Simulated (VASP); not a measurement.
**Sr3Bi: equation of state with PBE**

The system is Sr3Bi.

```
Bi Sr
1.0
     7.78595    0.00000    0.00000
    -3.89297    6.74283    0.00000
     0.00000    0.00000    6.29638
Bi Sr
2 6
Direct
  0.33333 0.66667 0.75000
  0.66667 0.33333 0.25000
  0.17117 0.34234 0.25000
  0.17117 0.82883 0.25000
  0.65766 0.82883 0.25000
  0.82883 0.65766 0.75000
  0.82883 0.17117 0.75000
  0.34234 0.17117 0.75000
```

The cell comes from a database or a generator and needn't be the stable form of this composition.

* Program: VASP 6.6.1
* Task: equation of state
* Functional: PBE
* Potentials or basis: VASP PAW PBE potentials, release 64 (Bi_d, Sr_sv)
* Cutoff: 520 eV
* k mesh: 4 × 4 × 4
* Occupations: fermi-dirac, width 0.05 eV
* Spin: no spin polarisation
* Further INCAR settings: ALGO = Normal; EDIFF = 1e-07; NBANDS = 55

```yaml
Equilibrium_volume: 41.13 Å³/atom
Bulk_modulus_at_fixed_shape_and_positions: 19.3 GPa
Pressure_derivative_of_the_bulk_modulus: 3.5
```

Energy against volume, from the lowest point:
```csv
volume (Å³/atom),energy (meV/atom)
38.840,8.31
39.667,3.27
40.493,0.56
41.319,0.00
42.146,1.41
42.972,4.60
43.799,9.42
```

All runs of the series together: 18 min on 1 thread of Intel(R) Xeon(R) 6975P-C (Granite Rapids) (shared host).

Caveat: the cell was scaled at fixed shape and fractional positions, which overstates the stiffness of a crystal with free parameters, most of all of layers and chains.
